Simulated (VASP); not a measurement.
The cell holds one Pt (fcc) (100) slab, with vacuum along c, ions free to move until forces fall under 0.03 eV/Å, no reconstruction beyond this cell, dipole correction on.

Here is the system:

```yaml
crystal:
  lattice:
    - [2.78792, 0.00000, 0.00000]
    - [0.00000, 2.78792, 0.00000]
    - [0.00000, 0.00000, 26.91510]
  atoms:
    - { symbol: Pt, position: [0.00000, 0.50000, 0.31868] }
    - { symbol: Pt, position: [0.50000, 0.00000, 0.39019] }
    - { symbol: Pt, position: [0.00000, 0.50000, 0.46335] }
    - { symbol: Pt, position: [0.50000, 0.00000, 0.53665] }
    - { symbol: Pt, position: [0.00000, 0.50000, 0.60981] }
    - { symbol: Pt, position: [0.50000, 0.00000, 0.68132] }
```

Level of theory: r2SCAN meta-GGA, VASP's PBE PAW potentials (set 64) (plane waves; VASP). Numerical set-up: 400 eV cut-off, 10×10×1 Γ-centred mesh, first-order Methfessel-Paxton smearing of 0.10 eV, potentials Pt.

Slab and bulk use different k-meshes, so the surface energy is good to a few per cent at best. Unless said otherwise, spin-orbit coupling is left out, though it shifts the bands of the heavy elements here.

```
Property                                                    Result
------------------------  ----------------------------------------
surface energy                                           2.04 J/m²
work function                                              5.72 eV
band gap (on the k-mesh)  none (metal, semimetal or under 0.01 eV)
```

Measured: work function 5.75 eV (computed value off by -0.03 eV), as given by Abhirup Patra et al., Proceedings of the National Academy of Sciences (2017), arXiv:1702.08515.

The cell is a thin slab with vacuum, built from Pt (fcc): (100) face.
